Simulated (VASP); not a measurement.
VASP ran on this input.

**INCAR**
```
IBRION  =  2
EDIFF  =  1E-6   ! SCF stop (eV)
EDIFFG  =  -0.02   ! ionic stop
GGA  =  PE   ! PBE
ALGO  =  Normal
ISIF  =  3   ! ions, shape and volume
ENCUT  =  480
LASPH  =  .True.
LMAXMIX  =  4   ! l cut-off of mixed one-centre charges
NELM  =  100   ! most electronic steps
SIGMA  =  0.05   ! width (eV)
SYSTEM  =  SrTiO3
LREAL  =  .False.   ! projection in real space or not
LCHARG  =  .False.
LWAVE  =  .False.
PREC  =  Accurate
NSW  =  60   ! most ionic steps
ISMEAR  =  0   ! Gaussian
```

POSCAR:
```
SrTiO3
1
    3.9460781430    -0.0000000000    -0.0000000000
   -0.0000000000     3.9460781430    -0.0000000000
    0.0000000000     0.0000000000     3.9460781430
Sr Ti O
1 1 3
Direct
  0.0000000000   0.0000000000   0.0000000000
  0.5000000000   0.5000000000   0.5000000000
  0.5000000000   0.0000000000   0.5000000000
  0.0000000000   0.5000000000   0.5000000000
  0.5000000000   0.5000000000   0.0000000000
```

### KPOINTS
```
Regular mesh
0
gamma
 5 5 5
0 0 0
```

POTCAR, in this order: Sr_sv Ti O (PBE.64 set). Program: vasp_std.

Q: Translate this PBE calculation to Ansatz.

A: One equivalent input (not run):
Ansatz 0.2 input:
```yaml
crystal:
  lattice:
    - [3.9460781, 0.0000000, 0.0000000]
    - [0.0000000, 3.9460781, 0.0000000]
    - [0.0000000, 0.0000000, 3.9460781]
  atoms:
    - { symbol: Sr, position: [0.0000000, 0.0000000, 0.0000000] }
    - { symbol: Ti, position: [0.5000000, 0.5000000, 0.5000000] }
    - { symbol: O, position: [0.5000000, 0.0000000, 0.5000000] }
    - { symbol: O, position: [0.0000000, 0.5000000, 0.5000000] }
    - { symbol: O, position: [0.5000000, 0.5000000, 0.0000000] }
kpoints:
  mp_grid: { grid: [5, 5, 5] }
hamiltonian:
  xc: pbe
  pseudopotentials: { kind: paw }
scf:
  occupations: { method: gaussian, width: 0.05 }
  max_iter: 100
relax:
  max_steps: 60
  f_tol: 0.02
  cell: {}
output: { forces: true, stress: true, eigenvalues: true }
```
Limits of the translation: each code has its own PAW files, so the cut-off isn't converted (ENCUT is set for VASP's; basis.ecutwfc is left out, and Ansatz then takes the one that its files recommend); Ansatz stops its SCF on the density residual and VASP on the energy change (EDIFF).

The compound is SrTiO3 in the cubic perovskite structure, the ideal cubic form; the compound distorts at low or room temperature. It was relaxed first. The start is the result of an earlier pass.
